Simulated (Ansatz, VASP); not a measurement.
# One calculation of KPt, two programs

Contents of INCAR:

```
  PREC = Accurate
  ENCUT = 520
  EDIFF = 1E-6
  ISMEAR = 0
  SIGMA = 0.1
  LREAL = F
  LASPH = T
  NELM = 100
  ALGO = Normal
  ISIF = 2
  LWAVE = F
  LCHARG = F
  GGA = PE
  NBANDS = 16
```

File KPOINTS:

```
Automatic mesh
0
Gamma
  9 9 4
```

The input POSCAR:

```
KPt
1.0
    3.0008472788      0.0000000000      0.0000000000
   -1.5004236394      2.5988099763      0.0000000000
    0.0000000000      0.0000000000      5.3455780000
K Pt
1 1
Direct
    0.3333333300      0.6666666700      0.5000000000
    0.0000000000      0.0000000000      0.0000000000
```

Input for Ansatz:

```yaml
crystal:
  lattice:
    - [3.0008472788, 0.0, 0.0]
    - [-1.5004236394, 2.5988099763, 0.0]
    - [0.0, 0.0, 5.345578]
  atoms:
    - { symbol: K, position: [0.33333333, 0.66666667, 0.5] }
    - { symbol: Pt, position: [0.0, 0.0, 0.0] }
basis:
  ecutwfc: 420
kpoints:
  mp_grid: { grid: [9, 9, 4] }
hamiltonian:
  xc: pbe
scf:
  occupations: { method: gaussian, width: 0.1 }
output:
  forces: true
  stress: true
  eigenvalues: true
```

The cell comes from a database or a generator and needn't be the stable form of this composition.

Alike in both runs: task single point; functional PBE; k mesh 9 × 9 × 4; occupations gaussian, width 0.1 eV; no spin polarisation.

|  | VASP | Ansatz |
| --- | --- | --- |
| version | VASP 6.6.1 | Ansatz 0.2.0 |
| potentials or method | VASP PAW PBE potentials, release 64 (K_sv, Pt) | scalar-relativistic, plane waves, PAW |
| plane-wave cutoff (eV) | 520 | 420 |
| valence electrons in the cell | 19 | 27 |

```tsv
	VASP	Ansatz	Ansatz less VASP
gap on the k mesh at the Fermi level (eV)	none	none	-
pressure (GPa)	0.5	0.3	-0.19
largest component of the traceless stress (GPa)	0.47	0.47	-0.006
```

A gap of «none» marks a metal or a gap that the smearing closes. The two sets of potentials don't hold the same shells in valence.

Spin-orbit coupling is left out, which matters for the levels of Pt.
